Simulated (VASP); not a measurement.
Method: r2SCAN+rVV10, VASP's PBE PAW potentials (set 64) (plane waves; VASP).

Input for VASP

**POSCAR**
```
Tm
1.0
  1.7700000000  -3.0657300000   0.0000000000
  1.7700000000   3.0657300000   0.0000000000
  0.0000000000   0.0000000000   5.5500000000
Tm
2
Cart
  1.7700000000   1.0219120438   1.3875000000
  1.7700000000  -1.0219120438   4.1625000000
```

### KPOINTS
```
Automatic mesh
0
Gamma
11 11 6
0 0 0
```

### INCAR
```
ALGO = Normal
BPARAM = 11.95
CPARAM = 0.0093
EDIFF = 1E-6
EDIFFG = -0.01
ENCUT = 520
IBRION = 2
ISIF = 3
ISMEAR = 1
LASPH = .True.
LCHARG = .False.
LMAXMIX = 6
LMIXTAU = .True.
LREAL = .False.
LUSE_VDW = .True.
LWAVE = .False.
METAGGA = R2SCAN
NELM = 100
NSW = 60
PREC = Accurate
SIGMA = 0.1
SYSTEM = Tm
```

POTCAR, in this order: Tm_3 (PBE.64 set). Program: vasp_std.

Output of the run:

File OSZICAR:
```
       N       E                     dE             d eps       ncg     rms          rms(c)
DAV:   1     0.734025367332E+01    0.73403E+01   -0.88340E+03  1664   0.137E+03
DAV:   2    -0.666990356383E+02   -0.74039E+02   -0.72946E+02  1664   0.421E+02
DAV:   3    -0.712464943027E+02   -0.45475E+01   -0.42918E+01  2683   0.639E+01
DAV:   4    -0.713594973314E+02   -0.11300E+00   -0.11004E+00  2644   0.868E+00
DAV:   5    -0.713606410069E+02   -0.11437E-02   -0.11432E-02  2339   0.767E-01    0.281E+01
DAV:   6    -0.699634192985E+02    0.13972E+01   -0.45755E-01  1948   0.959E+00    0.152E+01
DAV:   7    -0.686010528789E+02    0.13624E+01   -0.51378E-01  2539   0.788E+00    0.103E+00
DAV:   8    -0.698650778621E+02   -0.12640E+01   -0.49929E-01  2276   0.679E+00    0.284E+00
DAV:   9    -0.697565298745E+02    0.10855E+00   -0.69911E-02  1794   0.351E+00    0.747E-01
DAV:  10    -0.697548052722E+02    0.17246E-02   -0.20867E-03  2596   0.587E-01    0.770E-01
DAV:  11    -0.697660978412E+02   -0.11293E-01   -0.16982E-03  1784   0.494E-01    0.845E-01
DAV:  12    -0.697349177511E+02    0.31180E-01   -0.11742E-02  1684   0.112E+00    0.565E-01
DAV:  13    -0.697468617655E+02   -0.11944E-01   -0.66435E-03  1764   0.110E+00    0.193E-01
DAV:  14    -0.697490559603E+02   -0.21942E-02   -0.14984E-03  1990   0.491E-01    0.216E-01
DAV:  15    -0.697491985003E+02   -0.14254E-03   -0.99709E-05  2358   0.993E-02    0.211E-01
DAV:  16    -0.697494751645E+02   -0.27666E-03   -0.60400E-05  1807   0.109E-01    0.190E-01
DAV:  17    -0.697493888377E+02    0.86327E-04   -0.45205E-04  1694   0.171E-01    0.805E-02
DAV:  18    -0.697493876521E+02    0.11856E-05   -0.12596E-05  2131   0.336E-02    0.919E-02
DAV:  19    -0.697494070895E+02   -0.19437E-04   -0.66175E-07  1082   0.949E-03    0.973E-02
DAV:  20    -0.697494292621E+02   -0.22173E-04   -0.68280E-05  1684   0.714E-02    0.752E-02
DAV:  21    -0.697494709570E+02   -0.41695E-04   -0.19306E-05  1819   0.426E-02    0.490E-02
DAV:  22    -0.697494603718E+02    0.10585E-04   -0.81537E-06  1704   0.338E-02    0.328E-02
DAV:  23    -0.697494746009E+02   -0.14229E-04   -0.36828E-06  1694   0.231E-02    0.179E-02
DAV:  24    -0.697494615440E+02    0.13057E-04   -0.77356E-07   982   0.129E-02    0.946E-03
DAV:  25    -0.697494634747E+02   -0.19307E-05   -0.17511E-07   857   0.705E-03    0.595E-03
DAV:  26    -0.697494654988E+02   -0.20241E-05   -0.13876E-07   862   0.530E-03    0.340E-03
DAV:  27    -0.697494644189E+02    0.10799E-05   -0.19117E-07   857   0.503E-03    0.717E-04
DAV:  28    -0.697494668176E+02   -0.23986E-05   -0.84680E-08   862   0.535E-03    0.590E-04
DAV:  29    -0.697494664852E+02    0.33239E-06   -0.33022E-08   857   0.326E-03
   1 F= -.69749466E+02 E0= -.69750425E+02  d E =-.697495E+02
       N       E                     dE             d eps       ncg     rms          rms(c)
DAV:   1    -0.697562678655E+02   -0.68010E-02   -0.19283E-01  2024   0.468E+00    0.568E-01
DAV:   2    -0.697528337461E+02    0.34341E-02   -0.14314E-02  2051   0.150E+00    0.238E-01
DAV:   3    -0.697512809550E+02    0.15528E-02   -0.23814E-03  2472   0.572E-01    0.993E-02
DAV:   4    -0.697510456292E+02    0.23533E-03   -0.79809E-04  2540   0.302E-01    0.614E-02
DAV:   5    -0.697510345567E+02    0.11073E-04   -0.84376E-05  1787   0.970E-02    0.289E-02
DAV:   6    -0.697509961444E+02    0.38412E-04   -0.24978E-05  2563   0.563E-02    0.423E-03
DAV:   7    -0.697510023776E+02   -0.62332E-05   -0.10742E-05  1709   0.386E-02    0.293E-03
DAV:   8    -0.697510010808E+02    0.12968E-05   -0.83974E-07   932   0.100E-02    0.152E-03
DAV:   9    -0.697510017925E+02   -0.71170E-06   -0.20526E-07   847   0.697E-03
   2 F= -.69751002E+02 E0= -.69751773E+02  d E =-.153531E-02
       N       E                     dE             d eps       ncg     rms          rms(c)
DAV:   1    -0.697510171478E+02   -0.16067E-04   -0.40041E-04  2024   0.213E-01    0.257E-02
DAV:   2    -0.697510183203E+02   -0.11725E-05   -0.30445E-05  2074   0.699E-02    0.111E-02
DAV:   3    -0.697510184727E+02   -0.15243E-06   -0.47156E-06  2316   0.256E-02
   3 F= -.69751018E+02 E0= -.69751778E+02  d E =-.155199E-02
       N       E                     dE             d eps       ncg     rms          rms(c)
DAV:   1    -0.697510551768E+02   -0.36857E-04   -0.15474E-03  2000   0.418E-01    0.504E-02
DAV:   2    -0.697510424468E+02    0.12730E-04   -0.11797E-04  2084   0.139E-01    0.223E-02
DAV:   3    -0.697510341512E+02    0.82956E-05   -0.20071E-05  2472   0.520E-02    0.101E-02
DAV:   4    -0.697510295963E+02    0.45549E-05   -0.66886E-06  2300   0.281E-02    0.601E-03
DAV:   5    -0.697510267119E+02    0.28844E-05   -0.65903E-07   837   0.929E-03    0.300E-03
DAV:   6    -0.697510235686E+02    0.31433E-05   -0.11551E-07   832   0.555E-03    0.232E-04
DAV:   7    -0.697510237549E+02   -0.18633E-06   -0.46516E-08   832   0.347E-03
   4 F= -.69751024E+02 E0= -.69751755E+02  d E =-.155727E-02
       N       E                     dE             d eps       ncg     rms          rms(c)
DAV:   1    -0.697510390307E+02   -0.15462E-04   -0.35671E-04  2024   0.201E-01    0.241E-02
DAV:   2    -0.697510239837E+02    0.15047E-04   -0.26830E-05  2056   0.657E-02    0.104E-02
DAV:   3    -0.697510179696E+02    0.60141E-05   -0.42238E-06  2216   0.243E-02    0.456E-03
DAV:   4    -0.697510188187E+02   -0.84911E-06   -0.11369E-06   848   0.137E-02
   5 F= -.69751019E+02 E0= -.69751763E+02  d E =-.155233E-02
       N       E                     dE             d eps       ncg     rms          rms(c)
DAV:   1    -0.697510250605E+02   -0.70909E-05   -0.11175E-04  1952   0.115E-01    0.138E-02
DAV:   2    -0.697510185368E+02    0.65237E-05   -0.87120E-06  1999   0.377E-02    0.606E-03
DAV:   3    -0.697510158580E+02    0.26789E-05   -0.10513E-06  1032   0.141E-02    0.290E-03
DAV:   4    -0.697510168480E+02   -0.99008E-06   -0.96324E-07   964   0.861E-03
   6 F= -.69751017E+02 E0= -.69751768E+02  d E =-.155036E-02
       N       E                     dE             d eps       ncg     rms          rms(c)
DAV:   1    -0.697514605877E+02   -0.44473E-03   -0.12774E-02  2232   0.117E+00    0.156E-01
DAV:   2    -0.697511611748E+02    0.29941E-03   -0.78275E-04  2282   0.330E-01    0.589E-02
DAV:   3    -0.697510449544E+02    0.11622E-03   -0.14521E-04  2535   0.138E-01    0.245E-02
DAV:   4    -0.697510326015E+02    0.12353E-04   -0.56983E-05  2688   0.777E-02    0.153E-02
DAV:   5    -0.697510416984E+02   -0.90969E-05   -0.81842E-06  1731   0.277E-02    0.622E-03
DAV:   6    -0.697510494489E+02   -0.77504E-05   -0.26829E-06  1531   0.173E-02    0.173E-03
DAV:   7    -0.697510481121E+02    0.13368E-05   -0.66659E-07   847   0.932E-03    0.720E-04
DAV:   8    -0.697510478944E+02    0.21773E-06   -0.58787E-08   832   0.493E-03
   7 F= -.69751048E+02 E0= -.69751744E+02  d E =-.310463E-04
```

**OUTCAR**
```
------------------------ aborting loop because EDIFF is reached ----------------------------------------
  FORCE on cell =-STRESS in cart. coord.  units (eV):
  Direction    XX          YY          ZZ          XY          YZ          ZX
  --------------------------------------------------------------------------------------
  Total       -0.0025020     -0.0025020     -0.0024684      0.0000000     -0.0000000      0.0000000
  in kB       -0.0670456     -0.0670456     -0.0661442      0.0000000     -0.0000000      0.0000000
  external PRESSURE =      -0.0667451 kB  Pullay stress =       0.0000000 kB
  volume of cell :       59.79
      direct lattice vectors                 reciprocal lattice vectors
     1.771572696 -3.068453989 -0.000000000     0.282235102 -0.162948508  0.000000000
     1.771572696  3.068453989  0.000000000     0.282235102  0.162948508  0.000000000
    -0.000000000 -0.000000000  5.499539117     0.000000000 -0.000000000  0.181833419
 POSITION                                       TOTAL-FORCE (eV/Angst)
 -----------------------------------------------------------------------------------
      1.77157      1.02282      1.37488         0.000000      0.000000      0.000000
      1.77157     -1.02282      4.12465        -0.000000     -0.000000      0.000000
 -----------------------------------------------------------------------------------
    total drift:                               -0.000001      0.000070     -0.000011
  FREE ENERGIE OF THE ION-ELECTRON SYSTEM (eV)
  ---------------------------------------------------
  free  energy   TOTEN  =       -69.7510478944 eV

  energy  without entropy=      -69.7531365089  energy(sigma->0) =      -69.75174410

 reached required accuracy - stopping structural energy minimisation
```
(Selected blocks of OUTCAR.)

CONTCAR:
```
Tm
   1.00000000000000
     1.7715726957183773   -3.0684539890769895   -0.0000000000000000
     1.7715726957183773    3.0684539890769895    0.0000000000000000
    -0.0000000000000000   -0.0000000000000000    5.4995391174484709
  Tm
     2
Direct
     0.3333330000000032    0.6666669999999968    0.2500000000000000
     0.6666669999999968    0.3333330000000032    0.7500000000000000
```

The 4f electrons are frozen in the core of the lanthanide potential, so 4f levels, which can set the real gap, and their magnetism are missing.

The compound is Tm in the hcp structure. This run relaxes it. Symmetry was kept, so distortions that lower it aren't found.
